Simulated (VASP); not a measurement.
```xyz
2
Lattice="0.0000 2.8764 2.8764 2.8764 0.0000 2.8764 2.8764 2.8764 0.0000" Properties=species:S:1:pos:R:3 pbc="T T T"
Na     0.0000     0.0000     0.0000
Cl     2.8764     2.8764     2.8764
```

The base run (VASP): PBE GGA, plane waves, VASP's PBE PAW potentials (set 64). Run with 400 eV cut-off, 7×7×7 Γ-centred mesh, Gaussian smearing of 0.050 eV, potentials Na_pv Cl.

One setting is varied; ΔE counts from the base run. The base run took about 5 core-seconds. The timings are rough (shared machines, no repeats); factors under 2 mean little.

Pressures at a finite cut-off, here 400 eV, hold a Pulay part, which wasn't tested here.

```json
[
 {"setting": "base run", "cost over the base run": "reference", "electronic steps": "12", "ΔE (meV/atom)": "0.0", "pressure (GPa)": "-0.84"},
 {"setting": "SYMPREC = 1E-3", "cost over the base run": "within a factor of 2", "electronic steps": "12", "ΔE (meV/atom)": "0.0", "pressure (GPa)": "-0.84"},
 {"setting": "ISYM = 1", "cost over the base run": "within a factor of 2", "electronic steps": "12", "ΔE (meV/atom)": "0.0", "pressure (GPa)": "-0.84"},
 {"setting": "ISYM = 0", "cost over the base run": "about 7 times", "electronic steps": "12", "ΔE (meV/atom)": "0.0", "pressure (GPa)": "-0.84"},
 {"setting": "ISYM = -1", "cost over the base run": "about 10 times", "electronic steps": "12", "ΔE (meV/atom)": "0.0", "pressure (GPa)": "-0.84"}
]
```

Left out are runs that failed, have no time on record or changed the cell.

The compound is NaCl in the rock salt structure. The cell was not relaxed at this level.
